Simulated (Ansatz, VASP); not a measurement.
One calculation of KW, two programs

```
CELL_PARAMETERS angstrom
4.08863 0.00000 0.00000
-2.04432 3.54086 0.00000
0.00000 0.00000 5.85572
ATOMIC_POSITIONS crystal
K 0.00000 0.00000 0.00000
W 0.33333 0.66667 0.50000
```

Alike in both runs: task relaxation of cell and atoms; functional PBE; k mesh 6 × 6 × 4; occupations gaussian, width 0.1 eV; no spin polarisation.

|  | VASP | Ansatz |
| --- | --- | --- |
| version | VASP 6.6.1 | Ansatz 0.2.0 |
| potentials or method | VASP PAW PBE potentials, release 64 (K_sv, W_sv) | scalar-relativistic, plane waves, PAW |
| plane-wave cutoff (eV) | 600 | 420 |
| valence electrons in the cell | 23 | 23 |

Ansatz gave:

```
gap on the k mesh at the Fermi level, each at its own relaxed structure (eV) : none
relaxed volume (Å³/atom)                                                     : 22.05
relaxed cell length with the largest relative difference (Å)                 : 2.842
energy change over the relaxation (meV/atom)                                 : -1985
```

Which values does VASP return?

gap on the k mesh at the Fermi level, each at its own relaxed structure (eV): none; relaxed volume (Å³/atom): 22.11; relaxed cell length with the largest relative difference (Å): 2.845; energy change over the relaxation (meV/atom): -1974.

A gap of «none» marks a metal or a gap that the smearing closes.

Caveats: the volume moved by over 15 % at a fixed basis, so the end points are rough. The runs have no spin-orbit coupling, so splittings on W are missing.
